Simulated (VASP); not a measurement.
Consider the following.

```
NaF
1.0
    0.00000     2.31500     2.31500
    2.31500     0.00000     2.31500
    2.31500     2.31500     0.00000
Na F
1 1
Direct
  0.00000   0.00000   0.00000
  0.50000   0.50000   0.50000
```

These are PBE GGA, VASP's PBE PAW potentials (set 64) (plane waves; VASP) values and carry that method's errors. Settings: PREC = Normal, 500 eV cut-off, 6×6×6 Γ-centred mesh, Gaussian smearing of 0.010 eV, potentials Na_sv_GW F_GW_new.

**Question.** Give the stress tensor in GPa (positive for a compressed cell).

**Answer.** 
```
-1.93   0.00   0.00
 0.00  -1.93   0.00
 0.00   0.00  -1.93
```
The pressure is its mean diagonal, -1.93 GPa.

The compound is NaF in the rock salt structure. The cell was not relaxed at this level.
